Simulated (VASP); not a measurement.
Method: revTPSS meta-GGA, VASP's PBE PAW potentials (set 64) (plane waves; VASP 6.6.1).

VASP ran on this input.

### KPOINTS
```
Automatic mesh
0
Gamma
10 10 10
0 0 0
```

### INCAR
```
! general
SYSTEM  = AlN
PREC    = Accurate
ENCUT   = 520
LREAL   = .FALSE.
LASPH   = .TRUE.   ! aspherical one-centre terms

! electronic loop
EDIFF   = 1E-7
NELM    = 100
ALGO    = Normal   ! blocked Davidson
LMIXTAU = .TRUE.

! smearing
ISMEAR  = 0   ! Gaussian
SIGMA   = 0.05   ! width (eV)

! functional
METAGGA = RTPSS

! ions
ISIF    = 2

! output
LWAVE   = .FALSE.
LCHARG  = .FALSE.
```

### POSCAR
```
AlN
1
    0.0000000000     2.1915959773     2.1915959773
    2.1915959773     0.0000000000     2.1915959773
    2.1915959773     2.1915959773     0.0000000000
Al N
1 1
Direct
  0.0000000000   0.0000000000   0.0000000000
  0.2500000000   0.2500000000   0.2500000000
```

POTCAR, in this order: Al N (PBE.64 set). Program: vasp_std.

The run wrote:

OSZICAR:
```
       N       E                     dE             d eps       ncg     rms          rms(c)
DAV:   1     0.304144906426E+02    0.30414E+02   -0.42923E+03   768   0.935E+02
DAV:   2    -0.143702767967E+02   -0.44785E+02   -0.42532E+02  1240   0.224E+02
DAV:   3    -0.156150012555E+02   -0.12447E+01   -0.12447E+01  1040   0.439E+01
DAV:   4    -0.156255887051E+02   -0.10587E-01   -0.10587E-01  1328   0.450E+00
DAV:   5    -0.156256239009E+02   -0.35196E-04   -0.35196E-04  1064   0.196E-01    0.924E+00
DAV:   6    -0.176019020348E+02   -0.19763E+01   -0.61162E+00   752   0.385E+01    0.404E+00
DAV:   7    -0.165141638801E+02    0.10877E+01   -0.56018E+02   752   0.113E+04    0.326E+00
DAV:   8    -0.177715427528E+02   -0.12574E+01   -0.27272E+00   760   0.219E+01    0.120E+00
DAV:   9    -0.178327316803E+02   -0.61189E-01   -0.56480E-02   904   0.316E+00    0.604E-01
DAV:  10    -0.178703789327E+02   -0.37647E-01   -0.65268E-02   752   0.286E+00    0.695E-02
DAV:  11    -0.178760795560E+02   -0.57006E-02   -0.51153E-03   824   0.946E-01    0.179E-01
DAV:  12    -0.158586737807E+02    0.20174E+01   -0.21103E+04   752   0.398E+05    0.132E-01
DAV:  13    -0.178769821335E+02   -0.20183E+01   -0.92586E-01   752   0.170E+01    0.959E-02
DAV:  14    -0.178771415027E+02   -0.15937E-03   -0.36577E-04   992   0.228E-01    0.420E-02
DAV:  15    -0.178771862958E+02   -0.44793E-04   -0.17876E-05   824   0.680E-02    0.299E-02
DAV:  16    -0.178771744373E+02    0.11859E-04   -0.24226E-06   936   0.288E-02    0.233E-02
DAV:  17    -0.178772103228E+02   -0.35885E-04   -0.75612E-06   760   0.439E-02    0.517E-03
DAV:  18    -0.178771814788E+02    0.28844E-04   -0.47101E-06   768   0.409E-02    0.291E-03
DAV:  19    -0.178771820581E+02   -0.57924E-06   -0.59395E-08   936   0.372E-03    0.224E-03
DAV:  20    -0.178771808496E+02    0.12085E-05   -0.34080E-07   768   0.110E-02    0.750E-04
DAV:  21    -0.178771810996E+02   -0.24997E-06   -0.20701E-08   384   0.207E-03    0.361E-04
DAV:  22    -0.178771811643E+02   -0.64720E-07   -0.33831E-09   400   0.103E-03
   1 F= -.17877181E+02 E0= -.17877181E+02  d E =-.140699E-17
```

**OUTCAR**
```
------------------------ aborting loop because EDIFF is reached ----------------------------------------
  FORCE on cell =-STRESS in cart. coord.  units (eV):
  Direction    XX          YY          ZZ          XY          YZ          ZX
  --------------------------------------------------------------------------------------
  Total        0.0018917      0.0018917      0.0018917      0.0000000      0.0000000      0.0000000
  in kB        0.1439595      0.1439595      0.1439595      0.0000000      0.0000000      0.0000000
  external PRESSURE =       0.1439595 kB  Pullay stress =       0.0000000 kB
  volume of cell :       21.05
      direct lattice vectors                 reciprocal lattice vectors
     0.000000000  2.191595977  2.191595977    -0.228144241  0.228144241  0.228144241
     2.191595977  0.000000000  2.191595977     0.228144241 -0.228144241  0.228144241
     2.191595977  2.191595977  0.000000000     0.228144241  0.228144241 -0.228144241
  FREE ENERGIE OF THE ION-ELECTRON SYSTEM (eV)
  ---------------------------------------------------
  free  energy   TOTEN  =       -17.8771811643 eV

  energy  without entropy=      -17.8771811643  energy(sigma->0) =      -17.87718116
```
(Selected blocks of OUTCAR.)

**OUTCAR**
```
 val. band max:        5.7962253196   @ k =   0.0000   0.0000   0.0000

 cond. band min:       9.0179950747   @ k =   0.5000   0.5000   0.0000


 Fermi energy:         6.0783956401

 k-point     1 :       0.0000    0.0000    0.0000
  band No.  band energies     occupation
      1      -9.6126      2.00000
      2       5.7962      2.00000
      3       5.7962      2.00000
      4       5.7962      2.00000
      5       9.8719      0.00000
      6      18.6996      0.00000
      7      18.6996      0.00000
      8      18.6996      0.00000

 k-point     2 :       0.1000    0.0000    0.0000
  band No.  band energies     occupation
      1      -9.4682      2.00000
      2       4.9547      2.00000
      3       5.7457      2.00000
      4       5.7457      2.00000
      5      10.5683      0.00000
      6      18.2714      0.00000
      7      18.8266      0.00000
      8      18.8266      0.00000

 k-point     3 :       0.2000    0.0000    0.0000
  band No.  band energies     occupation
      1      -9.0582      2.00000
      2       3.3211      2.00000
      3       5.6196      2.00000
      4       5.6196      2.00000
      5      11.7405      0.00000
      6      17.3830      0.00000
      7      18.6988      0.00000
      8      18.6988      0.00000

 k-point     4 :       0.3000    0.0000    0.0000
  band No.  band energies     occupation
      1      -8.4664      2.00000
      2       1.6673      2.00000
      3       5.4747      2.00000
      4       5.4747      2.00000
      5      12.6293      0.00000
      6      16.5147      0.00000
      7      17.9740      0.00000
      8      17.9740      0.00000

 k-point     5 :       0.4000    0.0000    0.0000
  band No.  band energies     occupation
      1      -7.8815      2.00000
      2       0.3917      2.00000
      3       5.3653      2.00000
      4       5.3653      2.00000
      5      13.1077      0.00000
      6      15.8706      0.00000
      7      17.3512      0.00000
...
```

The compound is AlN in the zinc blende structure, a metastable form; wurtzite is the usual one. It was relaxed first.
